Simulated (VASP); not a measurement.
Input:

```
CELL_PARAMETERS angstrom
      0.00000     2.00145     2.00145
      2.00145     0.00000     2.00145
      2.00145     2.00145     0.00000
ATOMIC_POSITIONS crystal
  Ag 0.00000 0.00000 0.00000
```

The numbers are results of LDA (Ceperley-Alder, Perdew-Zunger), VASP's LDA PAW potentials (set 64) (plane waves; VASP), not measurements. Settings: 500 eV cut-off, 16×16×16 Γ-centred mesh, first-order Methfessel-Paxton smearing of 0.10 eV, potentials Ag.

Energy and stress use the plane-wave basis of the starting cell.

### Question
The ions, cell shape and volume at an external pressure of 5.0 GPa are relaxed. What does this cell relax into?

### Answer

```
CELL_PARAMETERS angstrom
      0.00000     1.97965     1.97965
      1.97965     0.00000     1.97965
      1.97965     1.97965     0.00000
ATOMIC_POSITIONS crystal
  Ag 0.00000 0.00000 0.00000
```
Space group Fm-3m (225), at a tolerance of 0.03 Å.

### Question
How do energy and volume change from the first to the last step?

### Answer
The energy (σ→0) changes by +7.7 meV/atom and the volume by -3.2 %, in 3 ionic steps.

The compound is Ag in the fcc structure. This run relaxes it under an external pressure of 5 GPa. Symmetry was kept, so distortions that lower it aren't found.
